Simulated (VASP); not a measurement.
Level of theory: MS2 meta-GGA, VASP's PBE PAW potentials (set 64) (plane waves; VASP).

Input for VASP

INCAR:
```
! general
SYSTEM   =  CsPbBr3
PREC     =  Accurate
ENCUT    =  520   ! plane-wave cut-off (eV)
LREAL    =  .False.   ! projection in real space or not
LASPH    =  .True.

! electronic loop
EDIFF    =  1E-6
NELM     =  100   ! most electronic steps
ALGO     =  Normal   ! blocked Davidson
LMAXMIX  =  4   ! l cut-off of mixed one-centre charges
LMIXTAU  =  .True.

! smearing
ISMEAR   =  0   ! Gaussian
SIGMA    =  0.05   ! width (eV)

! functional
METAGGA  =  MS2

! ions
IBRION   =  2   ! conjugate gradients
NSW      =  60   ! most ionic steps
ISIF     =  3
EDIFFG   =  -0.02

! output
LWAVE    =  .False.
LCHARG   =  .False.
```

File POSCAR:
```
CsPbBr3
1.0
  5.8473348042   0.0000000000   0.0000000000
  0.0000000000   5.8473348042   0.0000000000
  0.0000000000   0.0000000000   5.8473348042
Cs Pb Br
1 1 3
Cartesian
  0.0000000000   0.0000000000   0.0000000000
  2.9236674021   2.9236674021   2.9236674021
  2.9236674021   0.0000000000   2.9236674021
  0.0000000000   2.9236674021   2.9236674021
  2.9236674021   2.9236674021   0.0000000000
```

File KPOINTS:
```
K-points
0
gamma
4 4 4
```

POTCAR, in this order: Cs_sv Pb_d Br (PBE.64 set). Program: vasp_std.

### Question
What will the output report for the number of irreducible k-points (NKPTS), largest plane-wave count, number of space-group operations, FFT grid (NGX, NGY, NGZ)?

### Answer

The number of irreducible k-points (NKPTS) comes out as 10 and the largest plane-wave count is 5449. The number of space-group operations is 48 and the FFT grid (NGX, NGY, NGZ) is 48 × 48 × 48.

The compound is CsPbBr3 in the cubic perovskite structure, the ideal cubic form; the compound distorts at low or room temperature. This run relaxes it. Symmetry was kept, so distortions that lower it aren't found. The start is the result of an earlier pass.
